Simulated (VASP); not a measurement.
Write the native input for VASP 6.6.1 that does the following.

```
Task                    : density of states
Functional              : PBE
Potentials or basis     : VASP PAW PBE potentials, release 64 (Mg, Cd, O)
Cutoff                  : 520 eV
k mesh                  : 6 × 6 × 6
Occupations             : gaussian, width 0.03 eV
Spin                    : no spin polarisation
k mesh for the DOS      : 9 × 9 × 9
Occupations for the DOS : tetrahedron
Further INCAR settings  : ALGO = Fast; EDIFF = 1e-06
```

The system is Mg2CdO3.

```
Mg Cd O
1.0
     2.74117   -4.73659    0.00000
     2.74117    4.73659    0.00000
    -1.82371    0.00000    5.11734
Mg Cd O
4 2 6
Direct
  0.58665 0.41335 0.75000
  0.41335 0.58665 0.25000
  0.74861 0.25139 0.25000
  0.25139 0.74861 0.75000
  0.92144 0.07856 0.75000
  0.07856 0.92144 0.25000
  0.18354 0.37165 0.49177
  0.62835 0.81646 0.00823
  0.81646 0.62835 0.50823
  0.37165 0.18354 0.99177
  0.50000 0.00000 0.50000
  0.00000 0.50000 0.00000
```

The cell was built by a generator and needn't be a form met in nature.

One way to write it, as run:

POSCAR

```
Mg2CdO3
1.0
    2.7411730000     -4.7365900000      0.0000000000
    2.7411730000      4.7365900000      0.0000000000
   -1.8237140000      0.0000000000      5.1173390000
Mg Cd O
4 2 6
Direct
    0.5866460000      0.4133540000      0.7500000000
    0.4133540000      0.5866460000      0.2500000000
    0.7486070000      0.2513930000      0.2500000000
    0.2513930000      0.7486070000      0.7500000000
    0.9214440000      0.0785560000      0.7500000000
    0.0785560000      0.9214440000      0.2500000000
    0.1835440000      0.3716520000      0.4917710000
    0.6283480000      0.8164560000      0.0082290000
    0.8164560000      0.6283480000      0.5082290000
    0.3716520000      0.1835440000      0.9917710000
    0.5000000000      0.0000000000      0.5000000000
    0.0000000000      0.5000000000      0.0000000000
```

INCAR.step1

```
ALGO     = Fast           # electronic algorithm
EDIFF    = 1E-6           # SCF threshold, eV
ENCUT    = 520            # plane-wave cutoff, eV
GGA      = PE             # functional
ISIF     = 2              # what is computed and relaxed
ISMEAR   = 0              # smearing method
KPAR     = 4            
LASPH    = True           # aspherical terms in the spheres
LCHARG   = True           # write CHGCAR
LREAL    = False          # projectors in reciprocal space
LWAVE    = False          # write WAVECAR
NELM     = 80             # most SCF steps
PREC     = Accurate       # precision mode
SIGMA    = 0.03           # smearing width, eV
```

KPOINTS.step1

```
k-points
0
Gamma
  6 6 6
```

INCAR.step2

```
ALGO     = Fast           # electronic algorithm
EDIFF    = 1E-6           # SCF threshold, eV
ENCUT    = 520            # plane-wave cutoff, eV
GGA      = PE             # functional
ICHARG   = 11             # starting density
ISIF     = 2              # what is computed and relaxed
ISMEAR   = -5             # smearing method
KPAR     = 4            
LASPH    = True           # aspherical terms in the spheres
LCHARG   = False          # write CHGCAR
LORBIT   = 11             # projections on sites
LREAL    = False          # projectors in reciprocal space
LWAVE    = False          # write WAVECAR
NEDOS    = 2001           # points of the DOS
NELM     = 80             # most SCF steps
PREC     = Accurate       # precision mode
SIGMA    = 0.03           # smearing width, eV
```

KPOINTS.step2

```
k-points
0
Gamma
  9 9 9
```

Potentials or basis: VASP PAW PBE potentials, release 64 (Mg, Cd, O).

Command:

```bash
$ cat potpaw_PBE.64/Mg/POTCAR potpaw_PBE.64/Cd/POTCAR potpaw_PBE.64/O/POTCAR > POTCAR
$ cp INCAR.step1 INCAR
$ cp KPOINTS.step1 KPOINTS
$ mpirun -np 4 vasp_std > vasp.out
$ cp INCAR.step2 INCAR
$ cp KPOINTS.step2 KPOINTS
$ mpirun -np 4 vasp_std > vasp.out
```

It gave:

| Property | Result |
| --- | --- |
| Valence electrons inside the program's atomic spheres | Mg 0.34; Cd 10.31; O 5.02, 5.01 |

It took 4.3 min on 4 MPI ranks on Intel(R) Xeon(R) Platinum 8559C (Emerald Rapids) (shared host), peak memory 0.92 GiB a rank.
